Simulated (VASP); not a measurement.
# A VASP study of TePdS (PBE + D4): structure first, properties next, part 4 of 4

Aim: relax TePdS, then compute properties on the relaxed cell. The cell is invented: it takes the structure of a Materials Project entry for TePdSe (space group 156 there), with some of its atoms replaced by other elements, volume scaled by an estimate. It may not be a known or stable phase. The atoms of the start are displaced at random from the sites of a P3m1 cell.

VASP 6.6.1; PBE with D4; plane waves and PAW (Te, Pd, S); invented cell.

So far. Step 4 (Density, ELF and potential (PBE + D4)): In this run the pressure is 0.00 GPa, small enough to go on. Step 5 (Band structure (PBE + D4)): There is no gap at this level.

## Step 6: Density of states (PBE + D4) (continued)

The density of states has structure finer than the step of the table below, so its rows give means over 0.5 eV, whole bins alone (the curve runs from -12.0 to 7.71 eV). Peaks (eV: height): total -11.57: 7.92, -5.94: 5.31, -3.82: 6.83, -2.86: 4.76; Pd d -5.94: 1.23, -5.26: 2.50, -3.68: 4.50, -2.93: 3.28; S p -5.94: 0.830, -5.26: 0.635, -3.82: 0.474, -1.83: 0.530; Te p -5.94: 0.73, -3.82: 0.452, -2.38: 0.405, 1.60: 0.601; Pd p -11.57: 0.198, -5.94: 0.167, 6.20: 0.294, 7.37: 0.246.

States under -12.0 eV and over 7.7 eV are left out. Density of states against energy, zero at the Fermi level; means over each step; 7 of 9 lines; values in states/eV/cell:

| energy (eV) | total | Pd d | S p | Te p | Pd p | Pd s | Te s |
| --- | --- | --- | --- | --- | --- | --- | --- |
| -11.5 | 3.00 | 0.153 | 0.0194 | 0.0107 | 0.0705 | 0.0339 | 1.70 |
| -11.0 | 0.181 | 0.00572 | 9.0e-4 | 7.7e-4 | 0.00517 | 0.00144 | 0.0783 |
| -10.5 | 0 | 0 | 0 | 0 | 0 | 0 | 0 |
| -10.0 | 0 | 0 | 0 | 0 | 0 | 0 | 0 |
| -9.5 | 0 | 0 | 0 | 0 | 0 | 0 | 0 |
| -9.0 | 0 | 0 | 0 | 0 | 0 | 0 | 0 |
| -8.5 | 0 | 0 | 0 | 0 | 0 | 0 | 0 |
| -8.0 | 0 | 0 | 0 | 0 | 0 | 0 | 0 |
| -7.5 | 0 | 0 | 0 | 0 | 0 | 0 | 0 |
| -7.0 | 3.4e-4 | 5.8e-5 | 4.7e-5 | 5.2e-5 | 3.6e-6 | 3.2e-5 | 0 |
| -6.5 | 0.798 | 0.147 | 0.110 | 0.121 | 0.0139 | 0.0614 | 0.00350 |
| -6.0 | 3.70 | 0.891 | 0.552 | 0.514 | 0.0949 | 0.157 | 0.0171 |
| -5.5 | 2.47 | 1.03 | 0.354 | 0.259 | 0.0351 | 0.0436 | 0.0131 |
| -5.0 | 4.03 | 1.89 | 0.573 | 0.345 | 0.0689 | 0.0703 | 0.0250 |
| -4.5 | 1.46 | 0.711 | 0.191 | 0.0888 | 0.0195 | 0.0350 | 0.0275 |
| -4.0 | 4.30 | 2.52 | 0.344 | 0.320 | 0.0713 | 0.106 | 0.0427 |
| -3.5 | 3.86 | 2.66 | 0.227 | 0.205 | 0.0653 | 0.0402 | 0.0182 |
| -3.0 | 4.18 | 2.85 | 0.237 | 0.228 | 0.0592 | 0.119 | 0.0235 |
| -2.5 | 3.29 | 1.69 | 0.328 | 0.324 | 0.120 | 0.0842 | 0.0282 |
| -2.0 | 2.81 | 1.06 | 0.457 | 0.351 | 0.153 | 0.0297 | 0.0241 |
| -1.5 | 2.27 | 0.649 | 0.470 | 0.311 | 0.134 | 0.0260 | 0.0340 |
| -1.0 | 1.71 | 0.381 | 0.399 | 0.253 | 0.111 | 0.0178 | 0.0331 |
| -0.5 | 0.780 | 0.157 | 0.169 | 0.141 | 0.0456 | 0.00959 | 0.0209 |
| 0.0 | 1.13 | 0.301 | 0.160 | 0.244 | 0.0421 | 0.0121 | 0.0180 |
| 0.5 | 1.74 | 0.491 | 0.227 | 0.401 | 0.0480 | 0.0165 | 0.0182 |
| 1.0 | 1.70 | 0.426 | 0.272 | 0.423 | 0.0420 | 0.0124 | 0.0171 |
| 1.5 | 2.18 | 0.519 | 0.412 | 0.561 | 0.0385 | 0.0175 | 0.0158 |
| 2.0 | 1.59 | 0.369 | 0.347 | 0.421 | 0.0187 | 0.00761 | 0.00697 |
| 2.5 | 0.127 | 0.0285 | 0.0325 | 0.0339 | 0.00110 | 2.7e-4 | 4.6e-4 |
| 3.0 | 0 | 0 | 0 | 0 | 0 | 0 | 0 |
| 3.5 | 0.0126 | 7.9e-5 | 4.6e-4 | 2.2e-4 | 0.00103 | 4.8e-4 | 5.2e-5 |
| 4.0 | 0.0730 | 0.00121 | 0.00329 | 0.00153 | 0.00606 | 0.00282 | 4.0e-4 |
| 4.5 | 0.261 | 0.00918 | 0.0152 | 0.00636 | 0.0170 | 0.0264 | 0.00156 |
| 5.0 | 2.16 | 0.133 | 0.136 | 0.0644 | 0.0942 | 0.275 | 0.0137 |
| 5.5 | 1.74 | 0.0752 | 0.129 | 0.0543 | 0.0968 | 0.226 | 0.0191 |
| 6.0 | 2.10 | 0.101 | 0.103 | 0.106 | 0.131 | 0.231 | 0.0357 |
| 6.5 | 1.31 | 0.0669 | 0.0486 | 0.0829 | 0.0948 | 0.122 | 0.0256 |
| 7.0 | 1.40 | 0.0643 | 0.0432 | 0.0669 | 0.139 | 0.0547 | 0.0253 |

The finer mesh and the other smearing move the Fermi level by +0.02 eV from the 7×7×5 run, a small shift, which tests the Fermi level alone. Of the states within 0.3 eV of the Fermi level, the largest shares in the PAW spheres are Pd d 27 %, Te p 22 % and S p 14 %. The rest lies in smaller channels or between the spheres.

## Step 7: Zone-centre phonons (PBE + D4)

Zone-centre modes test whether the atoms sit at a minimum within this cell. IBRION = 6 takes the force constants from differences of forces between displaced cells, so the forces must be tight.

INCAR reads:

```
SYSTEM = TePdS
PREC = Accurate
ENCUT = 400
EDIFF = 1E-08
NELM = 100
ISMEAR = 1
SIGMA = 0.2
LREAL = .FALSE.
ALGO = Normal
GGA = PE
IVDW = 13
NBANDS = 17
LORBIT = 11
LWAVE = .FALSE.
LCHARG = .FALSE.
IBRION = 6
NFREE = 2
POTIM = 0.015
ISIF = 2
NSW = 1
```

POSCAR reads:

```
TePdS
1.0
    3.2979050537     -1.9042063142      0.0000027632
    3.2979050537      1.9042063142      0.0000027632
   -0.0046297263      0.0000000000      4.7570384180
Te Pd S
1 1 1
Direct
    0.0009216943      0.0009216943      0.2912505260
    0.6669374605      0.6669374605      0.9823536472
    0.3330336892      0.3330336892      0.7344238269
```

KPOINTS reads:

```
Automatic mesh
0
Gamma
12 12 8
0 0 0
```

PAW data sets: Te, Pd and S (PBE family, release 64).

Started as:

```console
> mpirun -np 1 vasp_std
```

Output:

```text
[... set-up lines as in an earlier step ...]
 entering main loop
       N       E                     dE             d eps       ncg     rms          rms(c)
DAV:   1     0.915376687722E+02    0.91538E+02   -0.86828E+03 10888   0.931E+02
DAV:   2    -0.986618805807E+01   -0.10140E+03   -0.98828E+02 13438   0.198E+02
DAV:   3    -0.136809542788E+02   -0.38148E+01   -0.37858E+01 13401   0.404E+01
DAV:   4    -0.137194052676E+02   -0.38451E-01   -0.38439E-01 14489   0.444E+00
[...]
DAV:  15    -0.131647425144E+02   -0.79847E-07   -0.17476E-07 12460   0.235E-03    0.135E-03
DAV:  16    -0.131647425386E+02   -0.24187E-07   -0.34216E-08 13448   0.135E-03    0.805E-04
DAV:  17    -0.131647425480E+02   -0.94531E-08   -0.31296E-09  6123   0.434E-04
   1 F= -.14633362E+02 E0= -.14633249E+02  d E =-.336961E-03
[... from here on, the cycles between the ionic steps are left out ...]
   2 F= -.14632733E+02 E0= -.14632623E+02  d E =-.331626E-03
   3 F= -.14632972E+02 E0= -.14632858E+02  d E =-.341303E-03
   4 F= -.14632842E+02 E0= -.14632729E+02  d E =-.338793E-03
   5 F= -.14632842E+02 E0= -.14632729E+02  d E =-.338846E-03
   6 F= -.14632791E+02 E0= -.14632707E+02  d E =-.251353E-03
   7 F= -.14632160E+02 E0= -.14632026E+02  d E =-.400727E-03
   8 F= -.14632361E+02 E0= -.14632251E+02  d E =-.330067E-03
   9 F= -.14632178E+02 E0= -.14632066E+02  d E =-.338593E-03
  10 F= -.14632261E+02 E0= -.14632149E+02  d E =-.333897E-03
  11 F= -.14632261E+02 E0= -.14632149E+02  d E =-.333811E-03
  12 F= -.14632171E+02 E0= -.14632074E+02  d E =-.290895E-03
  13 F= -.14632189E+02 E0= -.14632060E+02  d E =-.388254E-03
  14 F= -.14633076E+02 E0= -.14632964E+02  d E =-.335864E-03
  15 F= -.14633017E+02 E0= -.14632911E+02  d E =-.317446E-03
  16 F= -.14633039E+02 E0= -.14632929E+02  d E =-.329637E-03
  17 F= -.14633039E+02 E0= -.14632929E+02  d E =-.329649E-03
  18 F= -.14632431E+02 E0= -.14632276E+02  d E =-.464101E-03
[...]
hard stop encountered!  aborting job ...
[...]
|     The electronic self-consistency was not achieved in the given           |
[...]
soft stop encountered!  aborting job ...
  19 F= -.14633053E+02 E0= -.14632981E+02  d E =-.217584E-03
 deleting file STOPCAR
```

Run time: 68 min. Hardware: 1 MPI rank of AMD EPYC 7R43, shared host; peak memory 0.74 GiB.

The run was stopped at its time limit, by a STOPCAR file.

More ranks or a longer limit would be the way on.

## Step 8: Outcome

| Property | Result |
| --- | --- |
| relaxed volume | 19.92 Å³/atom |
| relaxed conventional cell a, b, c | 3.808, 3.808, 4.757 Å; angles 90.0, 90.0, 120.0° |
| space group after relaxing, within 0.02 Å (lengths above averaged to it) | P3m1 (No. 156) |
| band gap | none, a metal |
| DOS at the Fermi level | 1.07 states/eV/cell |

**Reading.** With PBE + D4, TePdS relaxes to 19.92 Å³/atom in space group P3m1 and comes out as a metal. Not obtained: zone-centre phonons (PBE + D4), because the run hit its time limit. Band structure (PBE + D4): Of the bands kept, 3 cross the Fermi level on this path. Spin-orbit coupling is left out, and with elements this heavy it would split and shift bands near the Fermi level. The k-sampling is coarse for a metal, so the Fermi level, pressures and the shape of the cell carry errors. No search among competing phases was made. All values are for a static lattice at zero temperature.

[Lines on the potential files, build, host, timing and source positions are cut from VASP's logs without a mark.]

[Logs are printed without paths, hosts, clocks, repeated set-up lines and the standing remarks that a program may print on its own settings, such as how far it seeks lower states.]

[Hosts, paths, dates, database ids (printed as entryN), source tags and the programs' standing remarks are cut or masked in the printed files.]

[A measured line is paired with the nearest computed mode of its activity, which favours agreement.]
